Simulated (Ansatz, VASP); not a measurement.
## One calculation of Ge3Pd, two programs

INCAR

```
PREC = Accurate
ENCUT = 520
EDIFF = 1E-6
ISMEAR = -1
SIGMA = 0.05
LREAL = False
LASPH = True
NELM = 150
ALGO = Normal
ISIF = 2
LWAVE = False
LCHARG = True
LMAXMIX = 4
LDAU = True
LDAUTYPE = 2
LDAUL = 2 -1
LDAUU = 8 0
LDAUJ = 0 0
LDAUPRINT = 1
GGA = PS
LELF = True
LVHAR = True
NBANDS = 34
```

Contents of KPOINTS:

```
regular mesh
0
Gamma
  7 7 7
```

Contents of POSCAR:

```
Ge3Pd
1.0
    4.1420230000      0.0000000000      0.0000000000
    0.0000000000      4.1420230000      0.0000000000
    0.0000000000      0.0000000000      4.1420230000
Pd Ge
1 3
Direct
    0.0000000000      0.0000000000      0.0000000000
    0.5000000000      0.5000000000      0.0000000000
    0.5000000000      0.0000000000      0.5000000000
    0.0000000000      0.5000000000      0.5000000000
```

Contents of input.yaml:

```yaml
crystal:
  lattice:
    - [4.142023, 0.0, 0.0]
    - [0.0, 4.142023, 0.0]
    - [0.0, 0.0, 4.142023]
  atoms:
    - { symbol: Pd, position: [0.0, 0.0, 0.0] }
    - { symbol: Ge, position: [0.5, 0.5, 0.0] }
    - { symbol: Ge, position: [0.5, 0.0, 0.5] }
    - { symbol: Ge, position: [0.0, 0.5, 0.5] }
hamiltonian:
  xc: pbesol
  pseudopotentials: { kind: paw }
  hubbard: { sites: [{ species: Pd, l: d, u_eff: 8.0 }] }
kpoints:
  mp_grid: { grid: [7, 7, 7] }
  band_path:
    path:
      - [[0.0, 0.0, 0.0], [0.0, 0.5, 0.0], [0.5, 0.5, 0.0], [0.0, 0.0, 0.0], [0.5, 0.5, 0.5], [0.0, 0.5, 0.0]]
      - [[0.5, 0.5, 0.0], [0.5, 0.5, 0.5]]
    npoints: 14
scf:
  occupations: { method: fermi_dirac, width: 0.05 }
  n_extra_bands: 10
output:
  forces: true
  stress: true
  eigenvalues: true
  fatbands: false
```

The cell comes from a database or a generator and needn't be the stable form of this composition.

Alike in both runs: functional PBEsol; k mesh 7 × 7 × 7; occupations fermi-dirac, width 0.05 eV; no spin polarisation; Hubbard terms Pd d U = 8.0 eV.

|  | VASP | Ansatz |
| --- | --- | --- |
| version | VASP 6.6.1 | Ansatz 0.2.0 |
| potentials or method | VASP PAW PBE potentials, release 64 (Pd, Ge_d) | Ansatz PAW |
| plane-wave cutoff (eV) | 520 | 420 |
| valence electrons in the cell | 52 | 60 |
| task | single point | band structure |

Ansatz gave:

| Property | Result |
| --- | --- |
| gap on the k mesh at the Fermi level (eV) | none |
| pressure (GPa) | -2.7 |

Question: Estimate VASP's values.

Answer: gap on the k mesh at the Fermi level (eV): none; pressure (GPa): -8.3.

The programs project onto different local orbitals, so the same U acts differently. A gap of «none» marks a metal or a gap that the smearing closes. The two sets of potentials don't hold the same shells in valence.

Caveats: U without spin polarisation on a metal has little footing; the U is typed as a test and isn't derived for this compound; the PAW data sets were made with another functional, which shifts forces and pressure a little (VASP); the PAW data sets come from PBE, with cores solved anew for the run's functional, which leaves a small shift of forces and pressure (Ansatz).
